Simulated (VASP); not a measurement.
Input:

```
Fe
1.0
   -1.43500     1.43500     1.43500
    1.43500    -1.43500     1.43500
    1.43500     1.43500    -1.43500
Fe
1
Direct
  0.00000   0.00000   0.00000
```
Starting moments (μB, in the order of the record's atoms Fe): 2.5.

Calculation: r2SCAN meta-GGA, VASP's PBE PAW potentials (set 64) (plane waves; VASP). Settings: 520 eV cut-off, 16×16×16 Γ-centred mesh, first-order Methfessel-Paxton smearing of 0.10 eV, potentials Fe.

**Question.** The ions, cell shape and volume are relaxed. Predict the relaxed structure.

**Answer.** 
```
Fe
1.0
   -1.42895     1.42895     1.42895
    1.42895    -1.42895     1.42895
    1.42895     1.42895    -1.42895
Fe
1
Direct
  0.00000   0.00000   0.00000
```
Space group Im-3m (229), at a tolerance of 0.03 Å. The cell ends with 2.60 μB, on the sites 2.67 μB.

**Question.** How do energy and volume change from the first to the last step?

**Answer.** The energy (σ→0) changes by -1.0 meV/atom and the volume by -1.3 %, in 3 ionic steps.

The compound is Fe in the bcc structure. This run relaxes it. Symmetry was kept, so distortions that lower it aren't found.
